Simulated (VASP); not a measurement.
An input for Quantum ESPRESSO's pw.x (written as the equivalent of a VASP run, and not itself run):

```
&CONTROL
  calculation = 'vc-relax'
  pseudo_dir = './pseudo'
  outdir = './out'
  tprnfor = .true.
  tstress = .true.
  nstep = 60
  forc_conv_thr = 0.00078
/
&SYSTEM
  ibrav = 0
  nat = 8
  ntyp = 3
  ecutwfc = 88
  occupations = 'smearing'
  smearing = 'gaussian'
  degauss = 0.003675
  input_dft = 'pbesol'
/
&ELECTRONS
  conv_thr = 7.3e-08
  electron_maxstep = 100
/
&IONS
/
&CELL
/
ATOMIC_SPECIES
  Zn 65.380 Zn.upf
  Se 78.971 Se.upf
  Be 9.012 Be.upf
CELL_PARAMETERS angstrom
     5.3844209    0.0000000    0.0000000
     0.0000000    5.3844209   -0.0000000
     0.0000000   -0.0000000    5.4008574
ATOMIC_POSITIONS crystal
  Zn   0.0000000  0.0000000  0.0000000
  Zn   0.5000000  0.5000000  0.0000000
  Se   0.2500000  0.2500000  0.2762266
  Se   0.7500000  0.7500000  0.2762266
  Se   0.7500000  0.2500000  0.7237734
  Se   0.2500000  0.7500000  0.7237734
  Be   0.5000000  0.0000000  0.5000000
  Be   0.0000000  0.5000000  0.5000000
K_POINTS automatic
  4 4 4 0 0 0
```

### Question
Write the VASP files for the same calculation (PBEsol).

### Answer
This is not unique; one that fits is 
INCAR:
```
! general
SYSTEM  = Be2Zn2Se4
PREC    = Accurate
ENCUT   = 400   ! plane-wave cut-off (eV)
LREAL   = .FALSE.
LASPH   = .TRUE.

! electronic loop
EDIFF   = 1E-6   ! SCF stop (eV)
NELM    = 100   ! most electronic steps
ALGO    = Normal
LMAXMIX = 4

! smearing
ISMEAR  = 0   ! Gaussian
SIGMA   = 0.05

! functional
GGA     = PS   ! PBEsol

! ions
IBRION  = 2
NSW     = 60   ! most ionic steps
ISIF    = 3   ! ions, shape and volume
EDIFFG  = -0.02   ! ionic stop

! output
LWAVE   = .FALSE.
LCHARG  = .FALSE.
```

POSCAR:
```
Be2Zn2Se4
1.0
  5.3844209443   0.0000000000   0.0000000000
  0.0000000000   5.3844209443   0.0000000000
  0.0000000000   0.0000000000   5.4008574445
Zn Se Be
2 4 2
Cartesian
  0.0000000000   0.0000000000   0.0000000000
  2.6922104722   2.6922104722   0.0000000000
  1.3461052361   1.3461052361   1.4918607255
  4.0383157082   4.0383157082   1.4918607255
  4.0383157082   1.3461052361   3.9089967190
  1.3461052361   4.0383157082   3.9089967190
  2.6922104722   0.0000000000   2.7004287222
  0.0000000000   2.6922104722   2.7004287222
```

**KPOINTS**
```
Automatic mesh
0
Gamma
4 4 4
0 0 0
```

POTCAR, in this order: Zn Se Be (PBE.64 set). Program: vasp_std.

What does not carry over: the potentials are each code's own (VASP's PAW set, PseudoDojo norm-conserving files in pw.x), so ENCUT and ecutwfc are chosen apart and not converted; conv_thr bounds pw.x's estimated SCF error, while EDIFF bounds the energy change between steps; forc_conv_thr acts on force components and is met together with etot_conv_thr.

The structure was generated: Be2Zn2Se4 was put into an ordered model structure (P-4m2), which need not be its known phase. This run relaxes it. Symmetry was kept, so distortions that lower it aren't found. The start is the result of an earlier pass.
